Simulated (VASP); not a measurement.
The input files of a VASP run:

File POSCAR:
```
C
1
    0.0000000000     1.7435550399     1.7435550399
    1.7435550399     0.0000000000     1.7435550399
    1.7435550399     1.7435550399     0.0000000000
C
2
Direct
  0.0000000000   0.0000000000   0.0000000000
  0.2500000000   0.2500000000   0.2500000000
```

File KPOINTS:
```
Automatic mesh
0
gamma
 13 13 13
0 0 0
```

### INCAR
```
SYSTEM = C
PREC = Accurate
ENCUT = 620
EDIFF = 1E-6
NELM = 100
ALGO = Normal
LREAL = .FALSE.
LASPH = .TRUE.
ISMEAR = 0
SIGMA = 0.05
LWAVE = .FALSE.
LCHARG = .FALSE.
IBRION = 2
ISIF = 3
NSW = 40
EDIFFG = -0.02
PSTRESS = 300
```

POTCAR, in this order: C (LDA.64 set). Program: vasp_std.

**Question.** Translate this LDA calculation to Quantum ESPRESSO's pw.x.

**Answer.** One equivalent input (not run):
```
&CONTROL
  calculation = 'vc-relax'
  pseudo_dir = './pseudo'
  outdir = './out'
  tprnfor = .true.
  tstress = .true.
  nstep = 40
  forc_conv_thr = 0.00078
/
&SYSTEM
  ibrav = 0
  nat = 2
  ntyp = 1
  ecutwfc = 82
  occupations = 'smearing'
  smearing = 'gaussian'
  degauss = 0.003675
  input_dft = 'pz'
/
&ELECTRONS
  conv_thr = 7.3e-08
  electron_maxstep = 100
/
&IONS
/
&CELL
  press = 300
/
ATOMIC_SPECIES
  C 12.011 C.upf
CELL_PARAMETERS angstrom
     0.0000000    1.7435550    1.7435550
     1.7435550    0.0000000    1.7435550
     1.7435550    1.7435550    0.0000000
ATOMIC_POSITIONS crystal
  C    0.0000000  0.0000000  0.0000000
  C    0.2500000  0.2500000  0.2500000
K_POINTS automatic
  13 13 13 0 0 0
```
What does not carry over: the potentials are each code's own (VASP's PAW set, PseudoDojo norm-conserving files in pw.x), so ENCUT and ecutwfc are chosen apart and not converted; conv_thr bounds pw.x's estimated SCF error, while EDIFF bounds the energy change between steps; forc_conv_thr acts on force components and is met together with etot_conv_thr.

The compound is C in the diamond structure. This run relaxes it under an external pressure of 30 GPa. Symmetry was kept, so distortions that lower it aren't found.
